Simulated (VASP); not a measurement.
Consider the following.

```
Ni
1.0
    0.00000     1.70776     1.70776
    1.70776     0.00000     1.70776
    1.70776     1.70776     0.00000
Ni
1
Cartesian
  0.00000   0.00000   0.00000
```
Starting moments (μB, in the order of the record's atoms Ni): 0.6.

Calculation: optB86b-vdW, VASP's PBE PAW potentials (set 64) (plane waves; VASP). Run with 520 eV cut-off, 18×18×18 Γ-centred mesh, first-order Methfessel-Paxton smearing of 0.10 eV, potentials Ni.

Task: Give the stress tensor in GPa (positive for a compressed cell).

Result: 
```
15.54   0.00   0.00
 0.00  15.54   0.00
 0.00   0.00  15.54
```
The pressure is its mean diagonal, 15.54 GPa.

The compound is Ni in the fcc structure. This cell is one point of a volume scan, at 0.94 of the reference volume.
